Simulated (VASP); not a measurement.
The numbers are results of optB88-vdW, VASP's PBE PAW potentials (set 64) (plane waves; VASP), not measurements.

The input files of a VASP run:

KPOINTS:
```
K-points
0
Gamma
 9 9 9
0 0 0
```

**POSCAR**
```
K
1
   -2.6400000000     2.6400000000     2.6400000000
    2.6400000000    -2.6400000000     2.6400000000
    2.6400000000     2.6400000000    -2.6400000000
K
1
Direct
  0.0000000000   0.0000000000   0.0000000000
```

**INCAR**
```
SYSTEM = K
PREC = Accurate; ENCUT = 520; LREAL = F
LASPH = T
EDIFF = 1E-6; NELM = 100; ALGO = Normal
ISMEAR = 1; SIGMA = 0.1
GGA = BO; LUSE_VDW = T; AGGAC = 0.0
PARAM1 = 0.1833333333; PARAM2 = 0.22
IBRION = 2; NSW = 60; ISIF = 3
EDIFFG = -0.01
LWAVE = F; LCHARG = F
```

POTCAR, in this order: K_sv (PBE.64 set). Program: vasp_std.

Energy and stress use the plane-wave basis of the starting cell.

Question: What does the run give for the energy per atom (σ→0), volume per atom, band gap (on the k-mesh)?

Answer: 
The energy per atom (σ→0) is 1.210 eV/atom and the band gap (on the k-mesh) comes out as none (metal, semimetal or under 0.01 eV). The volume per atom is 68.63 Å³/atom.

**OSZICAR**
```
...
DAV:   2     0.116756712936E+01    0.12173E+00   -0.45183E-01   736   0.794E+00    0.133E+00
DAV:   3     0.121089408542E+01    0.43327E-01   -0.10391E-01   800   0.304E+00    0.132E+00
DAV:   4     0.121081795453E+01   -0.76131E-04   -0.19587E-02  1000   0.849E-01    0.536E-01
DAV:   5     0.120973395938E+01   -0.10840E-02   -0.10070E-02   840   0.615E-01    0.134E-01
DAV:   6     0.120979168542E+01    0.57726E-04   -0.15503E-04   896   0.106E-01    0.404E-02
DAV:   7     0.120979509216E+01    0.34067E-05   -0.11254E-05   824   0.272E-02    0.144E-02
DAV:   8     0.120979592366E+01    0.83150E-06   -0.22441E-06   736   0.107E-02
   5 F= 0.12097959E+01 E0= 0.12099905E+01  d E =-.399799E-02
```

The compound is K in the bcc structure. This run relaxes it. Symmetry was kept, so distortions that lower it aren't found.
